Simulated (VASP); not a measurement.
Given:

```yaml
crystal:
  lattice:
    - [0.00000, 3.37467, 3.37467]
    - [3.37467, 0.00000, 3.37467]
    - [3.37467, 3.37467, 0.00000]
  atoms:
    - { symbol: Rb, position: [0.00000, 0.00000, 0.00000] }
    - { symbol: Br, position: [0.50000, 0.50000, 0.50000] }
```

Method: SCAN meta-GGA, VASP's PBE PAW potentials (set 64) (plane waves; VASP). Numerical set-up: 520 eV cut-off, 7×7×7 Γ-centred mesh, Gaussian smearing of 0.050 eV, potentials Rb_sv Br.

Q: Predict the energy per atom (σ→0), pressure, band gap (on the k-mesh) with the smallest direct gap where there is one.

A: 
```yaml
band gap (on the k-mesh): 5.04 eV
smallest direct gap (on the k-mesh): 5.04 eV
energy per atom (σ→0): -22.005 eV/atom
pressure: 1.11 GPa
```

Only differences to runs with the same potentials and settings are physical.

The compound is RbBr in the rock salt structure. This cell is one point of a volume scan, at 0.94 of the reference volume.
